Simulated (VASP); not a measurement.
VASP runs on GeSe (space group Pnma) share one base input (PBE GGA, plane waves, VASP's PBE PAW potentials (set 64)) and change the settings named in each case.

POSCAR:
```
GeSe
1
   11.3359480000     0.0000000000     0.0000000000
    0.0000000000     3.8140790000     0.0000000000
    0.0000000000     0.0000000000     4.6974770000
Ge Se
4 4
Direct
  0.1291000000   0.2500000000   0.1190000000
  0.8709000000   0.7500000000   0.8810000000
  0.3709000000   0.7500000000   0.6190000000
  0.6291000000   0.2500000000   0.3810000000
  0.8492800000   0.2500000000   0.5154700000
  0.1507200000   0.7500000000   0.4845300000
  0.6507200000   0.7500000000   0.0154700000
  0.3492800000   0.2500000000   0.9845300000
```

INCAR:
```
# general
SYSTEM =GeSe
PREC   =Accurate
ENCUT  =300
LREAL  =F
LASPH  =T

# electronic loop
EDIFF  =1E-6
NELM   =100
ALGO   =Normal
LMAXMIX=4

# smearing
ISMEAR =0
SIGMA  =0.01

# functional
GGA    =PE

# ions
ISIF   =2

# output
LWAVE  =F
LCHARG =F
```

KPOINTS:
```
Automatic mesh
0
Gamma
2 4 3
0 0 0
```

POTCAR, in this order: Ge_d Se (PBE.64 set). Program: vasp_std.

```csv
change,E(σ→0) (eV/atom),pressure (GPa)
base run,-4.2231,-0.06
ENCUT = 120,61.7462,-2014.13
ENCUT = 150,8.6009,-504.16
ENCUT = 180,-1.6542,-143.03
ENCUT = 210,-3.7335,-43.45
ENCUT = 240,-4.1431,(withheld)
ENCUT = 270,-4.2118,-2.88
ENCUT = 345,-4.2246,0.54
ENCUT = 390,-4.2239,0.39
ENCUT = 450,-4.2239,0.40
ENCUT = 525,-4.2243,0.54
ENCUT = 600,-4.2243,0.55
```

**Question.** What belongs in the gaps?

**Answer.** 
- ENCUT = 240, pressure (GPa): -12.53

Energies of different potentials or functionals have different zeros.  The base run's pressure lies -0.61 GPa from that at 600 eV (Pulay error).

Left out are runs that ran out of time, are held back, or changed the cell or the kind of run, fixed moments of cells without a moment, rows past the twelfth, gaps on odd meshes, pressures of charged cells and columns that move by less than the noise.

The structure comes from a computed database's GeSe entry; how it stands against other phases isn't given here. The cell was not relaxed at this level, its lattice was scaled by up to 2.5 %.
